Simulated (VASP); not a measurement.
Here is the system:

```
CsCl
1.0
    4.20990     0.00000     0.00000
    0.00000     4.20990     0.00000
    0.00000     0.00000     4.20990
Cs Cl
1 1
Direct
  0.00000   0.00000   0.00000
  0.50000   0.50000   0.50000
```

All values below come from PBE GGA, VASP's PBE PAW potentials (set 64) (plane waves; VASP 6.6.1). Settings: 520 eV cut-off, Gaussian smearing of 0.050 eV, potentials Cs_sv Cl.

Unless said otherwise, spin-orbit coupling is left out, though it shifts the bands of the heavy elements here.

Question: Give the energies of bands 3 to 11 at the high-symmetry points, in eV from the valence-band maximum.

Answer: 
| band | Γ | X | M | R |
|---|---|---|---|---|
| 3 | -6.00 | -6.47 | -6.65 | -6.46 |
| 4 | -6.00 | -5.89 | -6.65 | -6.46 |
| 5 | -6.00 | -5.89 | -5.82 | -6.46 |
| 6 | 0.00 | -1.04 | -0.41 | -0.95 |
| 7 | 0.00 | -0.18 | -0.41 | -0.95 |
| 8 | 0.00 | -0.18 | -0.03 | -0.95 |
| 9 | 4.99 | 6.38 | 5.88 | 8.22 |
| 10 | 5.44 | 7.31 | 5.97 | 8.22 |
| 11 | 5.44 | 8.48 | 7.90 | 8.22 |

The gap is direct, 4.99 eV, from the valence maximum at Γ to the conduction minimum at Γ.

Measured: gap 8.35 eV at 80 K (computed value off by -3.36 eV), as given by Wikipedia, Caesium chloride.

The compound is CsCl in the CsCl type structure. It was relaxed first, which changed the volume by +7 %.
